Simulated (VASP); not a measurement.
Level of theory: optB88-vdW, VASP's PBE PAW potentials (set 64) (plane waves; VASP 6.6.1).

Input for VASP

POSCAR:
```
FePt
1
    2.7539640879     0.0000000000     0.0000000000
    0.0000000000     2.7539640879     0.0000000000
    0.0000000000     0.0000000000     3.7985609484
Fe Pt
1 1
Direct
  0.0000000000   0.0000000000   1.0000000000
  0.5000000000   0.5000000000   0.5000000000
```

**INCAR**
```
SYSTEM = FePt
PREC = Accurate
ENCUT = 520
EDIFF = 1E-7
NELM = 100
ALGO = Normal
LREAL = .FALSE.
LASPH = .TRUE.
ISMEAR = 1
SIGMA = 0.1
GGA = BO
PARAM1 = 0.1833333333
PARAM2 = 0.22
LUSE_VDW = .TRUE.
AGGAC = 0.0
LMAXMIX = 6
ISPIN = 2
MAGMOM = 2.9 0.3
LORBIT = 10
LWAVE = .FALSE.
LCHARG = .FALSE.
ISIF = 4
IBRION = 2
NSW = 30
EDIFFG = -0.01
```

### KPOINTS
```
Automatic mesh
0
Gamma
13 13 10
0 0 0
```

POTCAR, in this order: Fe Pt (PBE.64 set). Program: vasp_std.

Output of the run:

**OSZICAR**
```
       N       E                     dE             d eps       ncg     rms          rms(c)
DAV:   1     0.972703766950E+02    0.97270E+02   -0.87242E+03 10392   0.132E+03
DAV:   2    -0.732569322849E+01   -0.10460E+03   -0.93609E+02 10388   0.252E+02
DAV:   3    -0.107426213174E+02   -0.34169E+01   -0.33024E+01 12635   0.548E+01
DAV:   4    -0.107785105068E+02   -0.35889E-01   -0.35825E-01 11734   0.484E+00
DAV:   5    -0.107794459915E+02   -0.93548E-03   -0.93547E-03 13218   0.889E-01    0.148E+01
DAV:   6    -0.120159090873E+02   -0.12365E+01   -0.13272E+01 10902   0.799E+01    0.239E+01
DAV:   7    -0.967004343017E+01    0.23459E+01   -0.89364E+00 12819   0.759E+01    0.803E+00
DAV:   8    -0.963936557820E+01    0.30678E-01   -0.37966E-01 12124   0.922E+00    0.391E+00
DAV:   9    -0.956424583408E+01    0.75120E-01   -0.12147E-01 14658   0.733E+00    0.151E+00
DAV:  10    -0.955783499673E+01    0.64108E-02   -0.27887E-02 15358   0.305E+00    0.547E-01
DAV:  11    -0.955739153171E+01    0.44347E-03   -0.13462E-03 12949   0.568E-01    0.241E-01
DAV:  12    -0.955729397919E+01    0.97553E-04   -0.20299E-04 13547   0.204E-01    0.588E-02
DAV:  13    -0.955730146608E+01   -0.74869E-05   -0.34811E-05 12639   0.102E-01    0.319E-02
DAV:  14    -0.955730240441E+01   -0.93833E-06   -0.33988E-06 13405   0.321E-02    0.165E-02
DAV:  15    -0.955730271022E+01   -0.30581E-06   -0.27543E-06 13389   0.401E-02    0.379E-03
DAV:  16    -0.955730234645E+01    0.36377E-06   -0.43120E-07  9699   0.951E-03    0.203E-03
DAV:  17    -0.955730227581E+01    0.70640E-07   -0.43009E-08  5768   0.230E-03
   1 F= -.95573023E+01 E0= -.95572483E+01  d E =-.955730E+01  mag=     3.2678
       N       E                     dE             d eps       ncg     rms          rms(c)
DAV:   1    -0.955736642951E+01   -0.64083E-04   -0.29574E-03 11319   0.441E-01    0.480E-02
DAV:   2    -0.955735546454E+01    0.10965E-04   -0.16521E-04 13446   0.312E-01    0.660E-02
DAV:   3    -0.955732688091E+01    0.28584E-04   -0.92964E-05 12853   0.260E-01    0.243E-02
DAV:   4    -0.955732003155E+01    0.68494E-05   -0.11794E-05 13702   0.398E-02    0.939E-03
DAV:   5    -0.955731970675E+01    0.32479E-06   -0.97168E-07 14106   0.183E-02    0.291E-03
DAV:   6    -0.955731955278E+01    0.15398E-06   -0.52752E-08  5642   0.254E-03    0.144E-03
DAV:   7    -0.955731956680E+01   -0.14021E-07   -0.16703E-08  5404   0.153E-03
   2 F= -.95573196E+01 E0= -.95572636E+01  d E =-.172910E-04  mag=     3.2666
```

**OUTCAR**
```
------------------------ aborting loop because EDIFF is reached ----------------------------------------
  FORCE on cell =-STRESS in cart. coord.  units (eV):
  Direction    XX          YY          ZZ          XY          YZ          ZX
  --------------------------------------------------------------------------------------
  Total       -1.0400795     -1.0400795     -1.0250148      0.0000000      0.0000000     -0.0000000
  in kB      -57.8417564    -57.8417564    -57.0039642      0.0000000      0.0000000     -0.0000000
  external PRESSURE =     -57.5624924 kB  Pullay stress =       0.0000000 kB
  volume of cell :       28.81
      direct lattice vectors                 reciprocal lattice vectors
     2.753085378  0.000000000  0.000000000     0.363228837  0.000000000 -0.000000000
     0.000000000  2.753085378  0.000000000     0.000000000  0.363228837  0.000000000
     0.000000000  0.000000000  3.800986129    -0.000000000  0.000000000  0.263089621
 POSITION                                       TOTAL-FORCE (eV/Angst)
 -----------------------------------------------------------------------------------
      0.00000      0.00000      0.00000        -0.000000      0.000000      0.000000
      1.37654      1.37654      1.90049         0.000000      0.000000      0.000000
 -----------------------------------------------------------------------------------
    total drift:                               -0.000000      0.000000      0.000000
  FREE ENERGIE OF THE ION-ELECTRON SYSTEM (eV)
  ---------------------------------------------------
  free  energy   TOTEN  =        -9.5573195668 eV

  energy  without entropy=       -9.5571515725  energy(sigma->0) =       -9.55726357

 total charge

# of ion       s       p       d       tot
------------------------------------------
    1        0.392   0.408   6.138   6.938
    2        0.695   0.597   8.061   9.352
--------------------------------------------------
tot          1.087   1.004  14.199  16.291

 magnetization (x)

# of ion       s       p       d       tot
------------------------------------------
    1        0.003  -0.006   2.914   2.911
    2       -0.024  -0.062   0.420   0.334
--------------------------------------------------
tot         -0.021  -0.068   3.335   3.245

 reached required accuracy - stopping structural energy minimisation
```
(Selected blocks of OUTCAR.)

### CONTCAR
```
FePt
   1.00000000000000
     2.7530853783533389    0.0000000000000000    0.0000000000000000
     0.0000000000000000    2.7530853783533389    0.0000000000000000
     0.0000000000000000    0.0000000000000000    3.8009861288666018
  Fe              Pt
     1     1
Direct
     0.0000000000000000    0.0000000000000000    0.0000000000000000
     0.5000000000000000    0.5000000000000000    0.5000000000000000
```

### OUTCAR
```
 val. band max:        7.9163898827   @ k =   0.3077   0.1538   0.2000

 cond. band min:       7.9396889348   @ k =   0.2308   0.2308   0.1000


 Fermi energy:         7.9270753688

 spin component 1

 k-point     1 :       0.0000    0.0000    0.0000
  band No.  band energies     occupation
      1      -1.1810      1.00000
      2       2.0186      1.00000
      3       2.1771      1.00000
      4       4.7189      1.00000
      5       4.7189      1.00000
      6       5.1585      1.00000
      7       5.9704      1.00000
      8       6.0810      1.00000
      9       7.4510      1.00000
     10       7.5410      1.00000
     11       7.5410      1.00000
     12      10.2013      0.00000
     13      17.0741      0.00000
     14      19.5642      0.00000
     15      19.5642      0.00000

 k-point     2 :       0.0769    0.0000    0.0000
  band No.  band energies     occupation
      1      -1.0315      1.00000
      2       2.1005      1.00000
      3       2.2742      1.00000
      4       4.6607      1.00000
      5       4.7599      1.00000
      6       5.1982      1.00000
      7       5.9366      1.00000
      8       6.0813      1.00000
      9       7.1035      1.00000
     10       7.3224      1.00000
     11       7.5046      1.00000
     12      10.7794      0.00000
     13      16.9631      0.00000
     14      18.7939      0.00000
     15      19.8350      0.00000

 k-point     3 :       0.1538    0.0000    0.0000
  band No.  band energies     occupation
      1      -0.6015      1.00000
      2       2.2889      1.00000
      3       2.5986      1.00000
      4       4.4922      1.00000
      5       4.8802      1.00000
      6       5.2837      1.00000
      7       5.8445      1.00000
      8       6.1149      1.00000
      9       6.3232      1.00000
     10       6.9856      1.00000
     11       7.3968      1.00000
     12      11.9894      0.00000
     13      16.2104      0.00000
...
```

Unless said otherwise, spin-orbit coupling is left out, though it shifts the bands of the heavy elements here.

The compound is FePt in the L1_0 structure. This cell is one point of a volume scan, at 1.03 of the reference volume. Symmetry was kept, so distortions that lower it aren't found.
